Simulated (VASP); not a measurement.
Wanted: the native input for a VASP 6.6.1 run.

| Property | Result |
| --- | --- |
| Task | relaxation of cell and atoms |
| Functional | PBE |
| Potentials or basis | VASP PAW PBE potentials, release 64 (Ga_d, P, N) |
| Cutoff | 520 eV |
| k mesh | 10 × 10 × 8 |
| Occupations | gaussian, width 0.1 eV |
| Spin | no spin polarisation |
| Further INCAR settings | ALGO = Normal; EDIFF = 1e-06; IBRION = 2; EDIFFG = -0.01; NSW = 90; ISIF = 3 |

The structure of Ga2PN lies in POSCAR:

```
Ga2PN
1.0
    3.5910000000      0.0000000000      0.0000000000
    0.0000000000      3.5910000000      0.0000000000
    0.0000000000      0.0000000000      4.9610000000
Ga P N
2 1 1
Direct
    0.0000000000      0.5000000000      0.7065107800
    0.5000000000      0.0000000000      0.2934892200
    0.0000000000      0.0000000000      0.0000000000
    0.5000000000      0.5000000000      0.5000000000
```

The cell was built by a generator and needn't be a form met in nature.

One way to write it, as run:

INCAR

```
SYSTEM = Ga2PN
ALGO = Normal
EDIFF = 1E-6
EDIFFG = -0.01
ENCUT = 520
GGA = PE
IBRION = 2
ISIF = 3
ISMEAR = 0
KPAR = 4
LASPH = .True.
LCHARG = .False.
LREAL = .False.
LWAVE = .False.
NELM = 120
NSW = 90
PREC = Accurate
SIGMA = 0.1
```

KPOINTS

```
k-points
0
Gamma
  10 10 8
  0 0 0
```

Potentials or basis: VASP PAW PBE potentials, release 64 (Ga_d, P, N).

The run is started by

```sh
$ cat potpaw_PBE.64/Ga_d/POTCAR potpaw_PBE.64/P/POTCAR potpaw_PBE.64/N/POTCAR > POTCAR
$ mpirun -np 4 vasp_std > vasp.out
```

It gave:

```
Relaxed volume                         : 15.97 Å³/atom
Relaxed cell                           : a = 3.566 Å, b = 3.566 Å, c = 5.023 Å, α = 90.00°, β = 90.00°, γ = 90.00°
Space group after relaxing (to 0.05 Å) : P-4m2 (No. 115)
Energy gained by relaxing              : 1.2 meV/atom
Ionic steps                            : 6
Pressure after relaxing                : 0.0 GPa
Largest force after relaxing           : 0.005 eV/Å
Band gap on the k mesh                 : none (metal or under the smearing width)
```

Run time: 77 s on 4 MPI ranks on AMD EPYC 9R14 (Zen 4), with other jobs on the host, peak memory 0.27 GiB a rank.
